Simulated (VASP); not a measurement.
# NaRu (Fm-3m) in VASP: single point with PBEsol

Aim: the single point of NaRu with PBEsol.

Program: VASP 6.6.1. These are calculated values, not measurements. Logs are shortened: lines on timing, memory, paths and dates and some standing lists are left out, and cuts for length are marked.

### 1 The structure

The structure is cubic, space group Fm-3m (No. 225). Conventional cell: a = 5.148 Å, b = 5.148 Å, c = 5.148 Å, α = 90.00°, β = 90.00°, γ = 90.00°. Na (site symmetry m-3m) has 6 Ru at 2.57 Å as nearest neighbours. Ru (site symmetry m-3m) has 6 Na at 2.57 Å as nearest neighbours.

The cell was built by a generator and needn't be a form met in nature.

### 2 Single point, PBEsol, non-collinear spin, typed start, spin-orbit coupling

The input, INCAR:

```
SYSTEM = NaRu
PREC = Accurate
ENCUT = 520
EDIFF = 1E-7
ISMEAR = -1
SIGMA = 0.1
LREAL = .FALSE.
LASPH = .TRUE.
NELM = 150
ALGO = Normal
ISIF = 2
LWAVE = .FALSE.
LCHARG = .FALSE.
LNONCOLLINEAR = .TRUE.
MAGMOM = 0 0 0 1.414 1.414 0
LORBIT = 11
LSORBIT = .TRUE.
GGA_COMPAT = .FALSE.
LORBMOM = .TRUE.
LMAXMIX = 4
GGA = PS
NBANDS = 33
```

The input, KPOINTS:

```
Automatic mesh
0
G
  8 8 8
  0 0 0
```

The input, POSCAR:

```
NaRu
1.0
    0.0000000000      2.5741202100      2.5741202100
    2.5741202100      0.0000000000      2.5741202100
    2.5741202100      2.5741202100      0.0000000000
Na Ru
1 1
Direct
    0.0000000000      0.0000000000      0.0000000000
    0.5000000000      0.5000000000      0.5000000000
```

Potentials or basis: VASP PAW PBE potentials, release 64 (Na_pv, Ru_pv).

The run is started by

```
$ cat potpaw_PBE.64/Na_pv/POTCAR potpaw_PBE.64/Ru_pv/POTCAR > POTCAR
$ mpirun -np 1 vasp_ncl > vasp.out
```

OUTCAR:

```text
SYSTEM = NaRu
   PREC = Accurate
   ENCUT = 520
   EDIFF = 1E-7
   ISMEAR = -1
   LREAL = .FALSE.
   LASPH = .TRUE.
   NELM = 150
   ISIF = 2
   LNONCOLLINEAR = .TRUE.
   LORBIT = 11
   LSORBIT = .TRUE.
   GGA = PS

 ion  position               nearest neighbor table
   1  0.000  0.000  0.000-   2 2.57   2 2.57   2 2.57   2 2.57   2 2.57   2 2.57
   2  0.500  0.500  0.500-   1 2.57   1 2.57   1 2.57   1 2.57   1 2.57   1 2.57

  LATTYP: Found a face centered cubic cell.
 ALAT       =     5.1482404200

  Lattice vectors:

 A1 = (   0.0000000000,   2.5741202100,   2.5741202100)
 A2 = (   2.5741202100,   0.0000000000,   2.5741202100)
 A3 = (   2.5741202100,   2.5741202100,   0.0000000000)

Analysis of symmetry for initial positions (statically):
=====================================================================
 Subroutine PRICEL returns:
 Original cell was already a primitive cell.

 Routine SETGRP: Setting up the symmetry group for a
 face centered cubic supercell.

 Subroutine GETGRP returns: Found 48 space group operations
 (whereof 48 operations were pure point group operations)
 out of a pool of 48 trial point group operations.

The static configuration has the point symmetry O_h .

Analysis of symmetry for dynamics (positions and initial velocities):
=====================================================================
 Subroutine PRICEL returns:
 Original cell was already a primitive cell.

 Routine SETGRP: Setting up the symmetry group for a
 face centered cubic supercell.

 Subroutine GETGRP returns: Found 48 space group operations
 (whereof 48 operations were pure point group operations)
 out of a pool of 48 trial point group operations.

The dynamic configuration has the point symmetry O_h .

Analysis of structural, dynamic, and magnetic symmetry:
=====================================================================
 Subroutine PRICEL returns:
 Original cell was already a primitive cell.

 Routine SETGRP: Setting up the symmetry group for a
 face centered cubic supercell.

 Subroutine GETGRP returns: Found  4 space group operations
 (whereof  4 operations were pure point group operations)
 out of a pool of 48 trial point group operations.

The overall configuration has the point symmetry C_2h.

 Subroutine INISYM returns: Found  4 space group operations
 (whereof  4 operations are pure point group operations),
 and found     1 'primitive' translations

----------------------------------------------------------------------------------------

                                     Primitive cell

  volume of cell :      34.1127

  direct lattice vectors                    reciprocal lattice vectors
     0.000000000  2.574120210  2.574120210    -0.194241123  0.194241123  0.194241123
     2.574120210  0.000000000  2.574120210     0.194241123 -0.194241123  0.194241123
     2.574120210  2.574120210  0.000000000     0.194241123  0.194241123 -0.194241123

  length of vectors
     3.640355712  3.640355712  3.640355712     0.336435494  0.336435494  0.336435494

  position of ions in fractional coordinates (direct lattice)
     0.000000000  0.000000000  0.000000000
     0.500000000  0.500000000  0.500000000

  ion indices of the primitive-cell ions
   primitive index   ion index
                 1           1
                 2           2

----------------------------------------------------------------------------------------

 KPOINTS: Automatic mesh

Automatic generation of k-mesh.
 Grid dimensions read from file:
 generate k-points for:    8    8    8

 Generating k-lattice:

  Cartesian coordinates                     Fractional coordinates (reciprocal lattice)
    -0.024280140  0.024280140  0.024280140     0.125000000  0.000000000  0.000000000
     0.024280140 -0.024280140  0.024280140     0.000000000  0.125000000  0.000000000
     0.024280140  0.024280140 -0.024280140     0.000000000  0.000000000  0.125000000

  Length of vectors
     0.042054437  0.042054437  0.042054437

[... 94 lines left out ...]
  ---------------------------------------------------
  ext. energy  EPLUGINS =         0.00000000
  ---------------------------------------------------
  free energy    TOTEN  =        -7.20795722 eV

  energy without entropy =       -7.12734873  energy(sigma->0) =       -7.16765298

 E-fermi :   5.0376     XC(G=0): -10.9671

 val. band max:        5.0375517168   @ k =   0.2500   0.2500  -0.2500
 cond. band min:       5.0384679613   @ k =   0.2500   0.1250   0.0000
 fundamental gap:      0.0009162444
 Fermi energy:         5.0375661529

 k-point     1 :       0.0000    0.0000    0.0000
  band No.  band energies     occupation
      1     -38.9459      1.00000
      2     -38.5703      1.00000
      3     -35.9883      1.00000
      4     -35.4886      1.00000
      5     -35.1135      1.00000
      6     -34.8016      1.00000
[... 853 lines left out ...]
     32      17.2015      0.00000
     33      17.2937      0.00000

 [... further k-points ...]

------------------------ aborting loop because EDIFF is reached ----------------------------------------

  FORCE on cell =-STRESS in cart. coord.  units (eV):
  Direction    XX          YY          ZZ          XY          YZ          ZX
  --------------------------------------------------------------------------------------
  -------------------------------------------------------------------------------------
  Total        1.5908502      1.5908502      1.5899621      0.0020441      0.0000008     -0.0000008
  in kB       74.7176859     74.7176859     74.6759717      0.0960038      0.0000353     -0.0000358
  external PRESSURE =      74.7037812 kB  Pullay stress =       0.0000000 kB

 VOLUME and BASIS-vectors are now :
 -----------------------------------------------------------------------------
  energy-cutoff  :      520.00
  volume of cell :       34.11
      direct lattice vectors                 reciprocal lattice vectors
     0.000000000  2.574120210  2.574120210    -0.194241123  0.194241123  0.194241123
     2.574120210  0.000000000  2.574120210     0.194241123 -0.194241123  0.194241123
     2.574120210  2.574120210  0.000000000     0.194241123  0.194241123 -0.194241123

 POSITION                                       TOTAL-FORCE (eV/Angst)
 -----------------------------------------------------------------------------------
      0.00000      0.00000      0.00000         0.000000      0.000000      0.000000
      2.57412      2.57412      2.57412         0.000000      0.000000     -0.000000
 -----------------------------------------------------------------------------------
    total drift:                                0.000000      0.000000      0.000000

  FREE ENERGIE OF THE ION-ELECTRON SYSTEM (eV)
  ---------------------------------------------------
  free  energy   TOTEN  =        -7.2079572213 eV

  energy  without entropy=       -7.1273487289  energy(sigma->0) =       -7.16765298

 orbital moment (x)

 # of ion     p       d       tot
 ----------------------------------------
  1        -0.001   0.000  -0.001
  2         0.000   0.143   0.144
 ----------------------------------------
           -0.000   0.143   0.143

 orbital moment (y)

 # of ion     p       d       tot
 ----------------------------------------
  1        -0.001   0.000  -0.001
  2         0.000   0.143   0.144
 ----------------------------------------
           -0.000   0.143   0.143

 orbital moment (z)

 # of ion     p       d       tot
 ----------------------------------------
  1         0.000   0.000   0.000
  2         0.000   0.000   0.000
 ----------------------------------------
            0.000   0.000   0.000

 Spin-Orbit-Coupling matrix elements

 Ion:    1  E_soc:     -0.0007788
 l=   1
     0.0000000    -0.0001273    -0.0001348
    -0.0001273     0.0000000    -0.0001273
    -0.0001348    -0.0001273     0.0000000
 l=   2
     0.0000000     0.0000000     0.0000000     0.0000000     0.0000000
     0.0000000     0.0000000     0.0000000     0.0000000     0.0000000
     0.0000000     0.0000000     0.0000000     0.0000000     0.0000000
     0.0000000     0.0000000     0.0000000     0.0000000     0.0000000
     0.0000000     0.0000000     0.0000000     0.0000000     0.0000000
 l=   3
     0.0000000     0.0000000     0.0000000     0.0000000     0.0000000     0.0000000     0.0000000
     0.0000000     0.0000000     0.0000000     0.0000000     0.0000000     0.0000000     0.0000000
     0.0000000     0.0000000     0.0000000     0.0000000     0.0000000     0.0000000     0.0000000
     0.0000000     0.0000000     0.0000000     0.0000000     0.0000000     0.0000000     0.0000000
     0.0000000     0.0000000     0.0000000     0.0000000     0.0000000     0.0000000     0.0000000
     0.0000000     0.0000000     0.0000000     0.0000000     0.0000000     0.0000000     0.0000000
     0.0000000     0.0000000     0.0000000     0.0000000     0.0000000     0.0000000     0.0000000

 Ion:    2  E_soc:     -0.2962263
 l=   1
     0.0000000    -0.0372016    -0.0372153
    -0.0372016     0.0000000    -0.0372016
    -0.0372153    -0.0372016     0.0000000
 l=   2
     0.0000000    -0.0021627     0.0000000    -0.0021627    -0.0097283
    -0.0021627     0.0000000    -0.0076610    -0.0020091    -0.0025549
     0.0000000    -0.0076610     0.0000000    -0.0076610     0.0000000
    -0.0021627    -0.0020091    -0.0076610     0.0000000    -0.0025549
    -0.0097283    -0.0025549     0.0000000    -0.0025549     0.0000000
 l=   3
     0.0000000     0.0000000     0.0000000     0.0000000     0.0000000     0.0000000     0.0000000
     0.0000000     0.0000000     0.0000000     0.0000000     0.0000000     0.0000000     0.0000000
     0.0000000     0.0000000     0.0000000     0.0000000     0.0000000     0.0000000     0.0000000
     0.0000000     0.0000000     0.0000000     0.0000000     0.0000000     0.0000000     0.0000000
     0.0000000     0.0000000     0.0000000     0.0000000     0.0000000     0.0000000     0.0000000
     0.0000000     0.0000000     0.0000000     0.0000000     0.0000000     0.0000000     0.0000000
     0.0000000     0.0000000     0.0000000     0.0000000     0.0000000     0.0000000     0.0000000

 total charge

# of ion       s       p       d       tot
------------------------------------------
    1        0.189   6.054   0.000   6.243
    2        0.242   6.053   6.156  12.451
--------------------------------------------------
tot          0.431  12.107   6.156  18.694

 magnetization (x)

# of ion       s       p       d       tot
------------------------------------------
    1       -0.010  -0.000   0.000  -0.010
    2       -0.002  -0.004   1.155   1.150
--------------------------------------------------
tot         -0.011  -0.004   1.155   1.140

 magnetization (y)

# of ion       s       p       d       tot
------------------------------------------
    1       -0.010  -0.000   0.000  -0.010
    2       -0.002  -0.004   1.155   1.150
--------------------------------------------------
tot         -0.011  -0.004   1.155   1.140

 magnetization (z)

# of ion       s       p       d       tot
------------------------------------------
    1        0.000   0.000   0.000   0.000
    2        0.000   0.000   0.000   0.000
--------------------------------------------------
tot          0.000   0.000   0.000   0.000
```

It took 12 min on 1 thread of Intel Xeon Platinum 8259CL at 2.50GHz (Skylake/Cascade Lake), shared host; peak memory 0.42 GiB.

Results:

* Free energy: -7.2080 eV
* Pressure: 7.5 GPa
* Net moment: 1.64 μB per cell
* Valence electrons inside the program's atomic spheres: Na 6.24; Ru 12.45

Moments on the atoms (μB; x, y, z):
```
Na  -0.01 -0.01  0.00
Ru   1.15  1.15  0.00
```

Caveat: the PAW data sets were made with another functional, which shifts forces and pressure a little.
